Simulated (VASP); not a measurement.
Input for VASP

File KPOINTS:
```
Automatic mesh
0
Gamma
6 6 6
0 0 0
```

### INCAR
```
SYSTEM = GaP
PREC = Accurate
ENCUT = 400
EDIFF = 1E-6
NELM = 60
ALGO = VeryFast
LREAL = .FALSE.
LASPH = .TRUE.
ISMEAR = 0
SIGMA = 0.05
GGA = PE
LMAXMIX = 4
LWAVE = .FALSE.
LCHARG = .FALSE.
ISIF = 2
NELMDL = -1
```

POSCAR:
```
GaP
1
    0.0000000000     2.7250000000     2.7250000000
    2.7250000000     0.0000000000     2.7250000000
    2.7250000000     2.7250000000     0.0000000000
Ga P
1 1
Direct
  0.0000000000   0.0000000000   0.0000000000
  0.2500000000   0.2500000000   0.2500000000
```

POTCAR, in this order: Ga_d P (PBE.64 set). Program: vasp_std.

The resulting files:

### standard output
```
...
RMM:  21     0.108175427217E+04   -0.14587E+01   -0.17279E+01   823   0.433E+01    0.694E+01
RMM:  22     0.108010882535E+04   -0.16454E+01   -0.15324E+01   825   0.415E+01    0.685E+01
RMM:  23     0.107854895821E+04   -0.15599E+01   -0.15426E+01   831   0.398E+01    0.685E+01
RMM:  24     0.107709866987E+04   -0.14503E+01   -0.14191E+01   829   0.384E+01    0.681E+01
RMM:  25     0.107627764481E+04   -0.82103E+00   -0.10590E+01   831   0.370E+01    0.678E+01
RMM:  26     0.107626336121E+04   -0.14284E-01   -0.73980E+00   829   0.359E+01    0.665E+01
RMM:  27     0.107566548826E+04   -0.59787E+00   -0.70502E+00   831   0.347E+01    0.663E+01
RMM:  28     0.107494094070E+04   -0.72455E+00   -0.70227E+00   816   0.337E+01    0.668E+01
RMM:  29     0.107493979108E+04   -0.11496E-02   -0.63584E+00   817   0.328E+01    0.646E+01
RMM:  30     0.107461046261E+04   -0.32933E+00   -0.70716E+00   815   0.322E+01    0.576E+01
RMM:  31     0.107358011655E+04   -0.10303E+01   -0.68038E+00   814   0.313E+01    0.554E+01
RMM:  32     0.107361772114E+04    0.37605E-01   -0.56567E+00   831   0.304E+01    0.557E+01
RMM:  33     0.107315047990E+04   -0.46724E+00   -0.51856E+00   831   0.295E+01    0.557E+01
RMM:  34     0.107285892241E+04   -0.29156E+00   -0.43781E+00   831   0.288E+01    0.556E+01
RMM:  35     0.107253693393E+04   -0.32199E+00   -0.40743E+00   801   0.281E+01    0.561E+01
RMM:  36     0.107219598269E+04   -0.34095E+00   -0.36199E+00   812   0.275E+01    0.561E+01
RMM:  37     0.107183419775E+04   -0.36178E+00   -0.33467E+00   799   0.269E+01    0.551E+01
RMM:  38     0.107117630581E+04   -0.65789E+00   -0.34077E+00   826   0.268E+01    0.489E+01
RMM:  39     0.107058712794E+04   -0.58918E+00   -0.28512E+00   830   0.262E+01    0.473E+01
RMM:  40     0.107016150098E+04   -0.42563E+00   -0.25630E+00   803   0.258E+01    0.447E+01
RMM:  41     0.107062386795E+04    0.46237E+00   -0.20071E+00   815   0.255E+01    0.371E+01
RMM:  42     0.107081176030E+04    0.18789E+00   -0.20380E+00   829   0.249E+01    0.331E+01
RMM:  43     0.107096002973E+04    0.14827E+00   -0.19709E+00   817   0.243E+01    0.302E+01
RMM:  44     0.107148324737E+04    0.52322E+00   -0.18682E+00   824   0.240E+01    0.262E+01
RMM:  45     0.107171318400E+04    0.22994E+00   -0.13968E+00   815   0.235E+01    0.249E+01
RMM:  46     0.107184070749E+04    0.12752E+00   -0.12060E+00   800   0.231E+01    0.249E+01
RMM:  47     0.107197911479E+04    0.13841E+00   -0.18026E+00   830   0.228E+01    0.205E+01
RMM:  48     0.107200481985E+04    0.25705E-01   -0.80151E-01   799   0.224E+01    0.201E+01
RMM:  49     0.107186594630E+04   -0.13887E+00   -0.10233E+00   822   0.219E+01    0.200E+01
RMM:  50     0.107157511579E+04   -0.29083E+00   -0.10095E+00   799   0.216E+01    0.199E+01
RMM:  51     0.107120906838E+04   -0.36605E+00   -0.11177E+00   810   0.213E+01    0.199E+01
RMM:  52     0.107190169362E+04    0.69263E+00   -0.14831E+00   818   0.212E+01    0.153E+01
RMM:  53     0.107186318364E+04   -0.38510E-01   -0.10213E+00   818   0.208E+01    0.151E+01
RMM:  54     0.107170203178E+04   -0.16115E+00   -0.39082E-01   801   0.205E+01    0.150E+01
RMM:  55     0.107162445053E+04   -0.77581E-01   -0.74081E-01   813   0.201E+01    0.151E+01
RMM:  56     0.107155360189E+04   -0.70849E-01   -0.79433E-01   801   0.197E+01    0.152E+01
RMM:  57     0.107070210091E+04   -0.85150E+00   -0.72473E-01   832   0.205E+01    0.144E+01
RMM:  58     0.107123116635E+04    0.52907E+00    0.10080E-02   827   0.196E+01    0.142E+01
RMM:  59     0.107262144812E+04    0.13903E+01   -0.26762E+00   815   0.203E+01    0.134E+01
RMM:  60     0.107347387190E+04    0.85242E+00   -0.25960E+00   831   0.201E+01

 -----------------------------------------------------------------------------
|                                                                             |
|           W    W    AA    RRRRR   N    N  II  N    N   GGGG   !!!           |
|           W    W   A  A   R    R  NN   N  II  NN   N  G    G  !!!           |
|           W    W  A    A  R    R  N N  N  II  N N  N  G       !!!           |
|           W WW W  AAAAAA  RRRRR   N  N N  II  N  N N  G  GGG   !            |
|           WW  WW  A    A  R   R   N   NN  II  N   NN  G    G                |
|           W    W  A    A  R    R  N    N  II  N    N   GGGG   !!!           |
|                                                                             |
|     The electronic self-consistency was not achieved in the given           |
|     number of steps (NELM). The forces and other quantities evaluated       |
|     might not be reliable so examine the results carefully. If you find     |
|     spurious results, we suggest increasing NELM, if you were close to      |
|     convergence or switching to a different ALGO or adjusting the           |
|     density mixing parameters otherwise.                                    |
|                                                                             |
 -----------------------------------------------------------------------------

   1 F= 0.10734739E+04 E0= 0.10734753E+04  d E =-.285671E-02
```

File OUTCAR:
```
------------------------ aborting loop EDIFF was not reached (unconverged)  ----------------------------
  FORCE on cell =-STRESS in cart. coord.  units (eV):
  Direction    XX          YY          ZZ          XY          YZ          ZX
  --------------------------------------------------------------------------------------
  Total       75.5971806     75.5971806     75.5971806      0.0000000      0.0000000      0.0000000
  in kB     2992.8618169   2992.8618169   2992.8618169      0.0000000      0.0000000      0.0000000
  external PRESSURE =    2992.8618169 kB  Pullay stress =       0.0000000 kB
  volume of cell :       40.47
      direct lattice vectors                 reciprocal lattice vectors
     0.000000000  2.725000000  2.725000000    -0.183486239  0.183486239  0.183486239
     2.725000000  0.000000000  2.725000000     0.183486239 -0.183486239  0.183486239
     2.725000000  2.725000000  0.000000000     0.183486239  0.183486239 -0.183486239
  FREE ENERGIE OF THE ION-ELECTRON SYSTEM (eV)
  ---------------------------------------------------
  free  energy   TOTEN  =      1073.4738719020 eV

  energy  without entropy=     1073.4767286125  energy(sigma->0) =     1073.47530026
```
(Selected blocks of OUTCAR.)

**Question.** Read the log: what went wrong, and how is it fixed?

**Answer.** The cause: ALGO = VeryFast starts from random orbitals with almost no delay (NELMDL = -1). The run did not converge; its last values are not results. Against the sound run, the energy per atom (σ→0) increases by 541.288 eV/atom; the pressure goes up by 297.00 GPa; the band gap decreases by 1.65 eV. To mend it, set ALGO = Normal, remove NELMDL.

The mended run (PBE GGA, plane waves, VASP's PBE PAW potentials (set 64)) converges, and its OSZICAR ends with
```
   1 F= -.91011485E+01 E0= -.91011485E+01  d E =-.411145E-17
```

The compound is GaP in the zinc blende structure. The cell was not relaxed at this level.
